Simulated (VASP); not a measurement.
Consider the following.

```yaml
crystal:
  lattice:
    - [-1.67422, 1.67422, 1.67422]
    - [1.67422, -1.67422, 1.67422]
    - [1.67422, 1.67422, -1.67422]
  atoms:
    - { symbol: Ta, position: [0.00000, 0.00000, 0.00000] }
```

Calculation: PBEsol GGA, VASP's PBE PAW potentials (set 64) (plane waves; VASP). Numerical set-up: 520 eV cut-off, 16×16×16 Γ-centred mesh, first-order Methfessel-Paxton smearing of 0.10 eV, potentials Ta_pv.

Unless said otherwise, spin-orbit coupling is left out, though it shifts the bands of the heavy elements here.

**Question.** Predict the energy per atom (σ→0), pressure, band gap (on the k-mesh) with the smallest direct gap where there is one.

**Answer.** 
| Property | Result |
|---|---|
| band gap (on the k-mesh) | none (metal, semimetal or under 0.01 eV) |
| energy per atom (σ→0) | -12.508 eV/atom |
| pressure | -109.4 kbar |

The compound is Ta in the bcc structure. This cell is one point of a volume scan, at 1.06 of the reference volume.
